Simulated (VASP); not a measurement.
Level of theory: LDA (Ceperley-Alder, Perdew-Zunger), VASP's LDA PAW potentials (set 64) (plane waves; VASP).

The input files of a VASP run:

KPOINTS:
```
Automatic mesh
0
Gamma
10 10 10
0 0 0
```

File POSCAR:
```
Ni3Fe
1.0
  3.4423063591   0.0000000000   0.0000000000
  0.0000000000   3.4423063591   0.0000000000
  0.0000000000   0.0000000000   3.4423063591
Fe Ni
1 3
Cart
  0.0000000000   0.0000000000   0.0000000000
  0.0000000000   1.7211531795   1.7211531795
  1.7211531795   0.0000000000   1.7211531795
  1.7211531795   1.7211531795   0.0000000000
```

### INCAR
```
LMAXMIX = 4
ISMEAR = -5   # tetrahedra, Bloechl
EDIFF = 1E-7
LREAL = .False.
LASPH = .True.
ENCUT = 400
MAGMOM = 2.7 0.6 0.6 0.6
LORBIT = 11
ALGO = Normal   # blocked Davidson
ISIF = 2   # forces and stress, cell fixed
LEFG = .True.
PREC = Accurate
NELM = 100
LCHARG = .True.
NEDOS = 601   # DOS grid
LWAVE = .False.
ISPIN = 2
SYSTEM = Ni3Fe
```

POTCAR, in this order: Fe Ni (LDA.64 set). Program: vasp_std.

What VASP printed:

File OSZICAR:
```
       N       E                     dE             d eps       ncg     rms          rms(c)
DAV:   1     0.214963073005E+03    0.21496E+03   -0.14551E+04  5920   0.182E+03
DAV:   2    -0.214922889650E+02   -0.23646E+03   -0.22823E+03  5656   0.350E+02
DAV:   3    -0.335727142015E+02   -0.12080E+02   -0.11502E+02  5772   0.111E+02
DAV:   4    -0.337492103202E+02   -0.17650E+00   -0.17579E+00  6187   0.142E+01
DAV:   5    -0.337546599895E+02   -0.54497E-02   -0.54453E-02  7760   0.213E+00    0.229E+01
DAV:   6    -0.303298377901E+02    0.34248E+01   -0.40211E+01  5748   0.997E+01    0.154E+01
DAV:   7    -0.327778940755E+02   -0.24481E+01   -0.17011E+01  6579   0.111E+02    0.246E+01
DAV:   8    -0.291872213938E+02    0.35907E+01   -0.14175E+01  7175   0.575E+01    0.507E+00
DAV:   9    -0.292318579477E+02   -0.44637E-01   -0.44790E-01  6730   0.793E+00    0.306E+00
DAV:  10    -0.291997249998E+02    0.32133E-01   -0.69727E-02  7827   0.705E+00    0.139E+00
DAV:  11    -0.291969217232E+02    0.28033E-02   -0.20895E-02  9173   0.177E+00    0.797E-01
DAV:  12    -0.291976547222E+02   -0.73300E-03   -0.44293E-03  7298   0.173E+00    0.174E-01
DAV:  13    -0.291975215923E+02    0.13313E-03   -0.74823E-04  6983   0.232E-01    0.890E-02
DAV:  14    -0.291975228439E+02   -0.12516E-05   -0.58937E-05  8481   0.194E-01    0.341E-02
DAV:  15    -0.291975699659E+02   -0.47122E-04   -0.21514E-05  8742   0.859E-02    0.152E-02
DAV:  16    -0.291975656450E+02    0.43210E-05   -0.27006E-06  7073   0.358E-02    0.336E-03
DAV:  17    -0.291975615727E+02    0.40723E-05   -0.31362E-07  4779   0.665E-03    0.116E-03
DAV:  18    -0.291975603447E+02    0.12280E-05   -0.34742E-08  3018   0.203E-03    0.491E-04
DAV:  19    -0.291975602402E+02    0.10446E-06   -0.62865E-09  3016   0.109E-03    0.252E-04
DAV:  20    -0.291975602151E+02    0.25068E-07   -0.25259E-09  3023   0.112E-03
   1 F= -.29197560E+02 E0= -.29197560E+02  d E =0.000000E+00  mag=     4.4122
```

File OUTCAR:
```
------------------------ aborting loop because EDIFF is reached ----------------------------------------
  FORCE on cell =-STRESS in cart. coord.  units (eV):
  Direction    XX          YY          ZZ          XY          YZ          ZX
  --------------------------------------------------------------------------------------
  Total       -0.0047490     -0.0047490     -0.0047490      0.0000000      0.0000000      0.0000000
  in kB       -0.1865375     -0.1865375     -0.1865375      0.0000000      0.0000000      0.0000000
  external PRESSURE =      -0.1865375 kB  Pullay stress =       0.0000000 kB
  volume of cell :       40.79
      direct lattice vectors                 reciprocal lattice vectors
     3.442306359  0.000000000  0.000000000     0.290502906  0.000000000  0.000000000
     0.000000000  3.442306359  0.000000000     0.000000000  0.290502906  0.000000000
     0.000000000  0.000000000  3.442306359     0.000000000  0.000000000  0.290502906
 POSITION                                       TOTAL-FORCE (eV/Angst)
 -----------------------------------------------------------------------------------
      0.00000      0.00000      0.00000         0.000000      0.000000      0.000000
      0.00000      1.72115      1.72115         0.000000      0.000000      0.000000
      1.72115      0.00000      1.72115         0.000000      0.000000      0.000000
      1.72115      1.72115      0.00000         0.000000      0.000000      0.000000
 -----------------------------------------------------------------------------------
    total drift:                                0.000000     -0.000000     -0.000000
  FREE ENERGIE OF THE ION-ELECTRON SYSTEM (eV)
  ---------------------------------------------------
  free  energy   TOTEN  =       -29.1975602151 eV

  energy  without entropy=      -29.1975602151  energy(sigma->0) =      -29.19756022

 total charge

# of ion       s       p       d       tot
------------------------------------------
    1        0.510   0.568   6.220   7.298
    2        0.544   0.589   8.378   9.510
    3        0.544   0.589   8.378   9.510
    4        0.544   0.589   8.378   9.510
--------------------------------------------------
tot          2.140   2.334  31.353  35.827

 magnetization (x)

# of ion       s       p       d       tot
------------------------------------------
    1        0.007   0.005   2.664   2.676
    2       -0.013  -0.034   0.612   0.565
    3       -0.013  -0.034   0.612   0.565
    4       -0.013  -0.034   0.612   0.565
--------------------------------------------------
tot         -0.032  -0.096   4.498   4.371

 Electric field gradients after diagonalization (V/A^2)
 (convention: |V_zz| > |V_xx| > |V_yy|)
----------------------------------------------------------------------
 ion       V_xx      V_yy      V_zz     asymmetry (V_yy - V_xx)/ V_zz
----------------------------------------------------------------------
   1      -0.000     0.000    -0.000      -1.270
   2      -0.052    -0.052     0.104       0.000
   3      -0.052    -0.052     0.104       0.000
   4      -0.052    -0.052     0.104       0.000
```
(Selected blocks of OUTCAR.)

OUTCAR:
```
 val. band max:        9.5188278048   @ k =   0.5000   0.5000   0.4000

 cond. band min:       9.3818339322   @ k =   0.5000   0.1000   0.1000


 Fermi energy:         9.4396753974

 spin component 1

 k-point     1 :       0.0000    0.0000    0.0000
  band No.  band energies     occupation
      1      -0.1848      1.00000
      2       3.7910      1.00000
      3       3.7910      1.00000
      4       4.3297      1.00000
      5       4.5670      1.00000
      6       4.5670      1.00000
      7       4.5670      1.00000
      8       6.6838      1.00000
      9       6.6838      1.00000
     10       6.6838      1.00000
     11       7.9303      1.00000
     12       7.9303      1.00000
     13       8.7671      1.00000
     14       8.8026      1.00000
     15       8.8026      1.00000
     16       9.0008      1.00000
     17       9.0008      1.00000
     18       9.0008      1.00000
     19       9.0388      1.00000
     20       9.0388      1.00000
     21       9.0388      1.00000
     22      11.7905      0.00000
     23      11.7905      0.00000
     24      11.7905      0.00000
     25      19.2193      0.00000

 k-point     2 :       0.1000    0.0000    0.0000
  band No.  band energies     occupation
      1      -0.0464      1.00000
      2       3.8372      1.00000
      3       3.8631      1.00000
      4       4.3847      1.00000
      5       4.6126      1.00000
      6       4.6196      1.00000
      7       4.6196      1.00000
      8       6.6280      1.00000
      9       6.7257      1.00000
     10       6.7257      1.00000
     11       7.8769      1.00000
     12       7.9493      1.00000
     13       8.6602      1.00000
     14       8.6602      1.00000
     15       8.7094      1.00000
     16       8.7344      1.00000
     17       8.7740      1.00000
     18       8.9409      1.00000
     19       8.9409      1.00000
     20       9.0010      1.00000
     21       9.0389      1.00000
...
```

For a metal the tetrahedron method with Blöchl corrections gives inexact stress and forces.

The compound is Ni3Fe in the L1_2 structure. It was relaxed first, which changed the volume by -9 %.
